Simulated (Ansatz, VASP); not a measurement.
# Cu3C: VASP beside Ansatz

```xyz
4
Lattice="3.8376 0.0000 0.0000 0.0000 3.8376 0.0000 0.0000 0.0000 3.8376" Properties=species:S:1:pos:R:3 pbc="T T T"
Cu    1.9188    0.0000    0.0000
Cu    0.0000    1.9188    0.0000
Cu    0.0000    0.0000    1.9188
C     0.0000    0.0000    0.0000
```

Change from the starting cell: species swapped into the Cu3N type (Pm-3m, No. 221).

Alike in both runs: functional PBE; k mesh 10 × 10 × 10; occupations gaussian, width 0.1 eV; no spin polarisation.

Ansatz relaxed the structure, and its values are those at the end. VASP's run is a single point on that final structure, the one shown.

```csv
,VASP,Ansatz
version,VASP 6.6.1,Ansatz 0.2.0
potentials or method,"VASP PAW PBE potentials, release 64 (Cu, C)","scalar-relativistic, plane waves, PAW"
plane-wave cutoff (eV),520,420
valence electrons in the cell,37,61
```

```csv
,VASP,Ansatz,Ansatz less VASP
gap on the k mesh at the Fermi level (eV),none,none,-
pressure (GPa),0.5,0.0,-0.51
```

A gap of «none» marks a metal or a gap that the smearing closes. The functional is the same, so the differences come from potentials, cutoffs and numerics. The two sets of potentials don't hold the same shells in valence.
